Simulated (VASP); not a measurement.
Consider the following.

```
CELL_PARAMETERS angstrom
      0.00000     2.34836     2.34836
      2.34836     0.00000     2.34836
      2.34836     2.34836     0.00000
ATOMIC_POSITIONS crystal
  Ca 0.00000 0.00000 0.00000
  O  0.25000 0.25000 0.25000
```

These are PBEsol GGA, VASP's PBE PAW potentials (set 64) (plane waves; VASP) values and carry that method's errors. Run with 620 eV cut-off, 10×10×10 Γ-centred mesh, Gaussian smearing of 0.050 eV, potentials Ca_sv O.

Task: Estimate the energy per atom (σ→0), pressure.

Result: 
```
Property                       Result
---------------------  --------------
energy per atom (σ→0)  -5.984 eV/atom
pressure                    44.92 GPa
```

The structure was generated: CaO was put into the zinc blende type (F-43m), which need not be its known phase. It was relaxed first under an external pressure of 45 GPa.
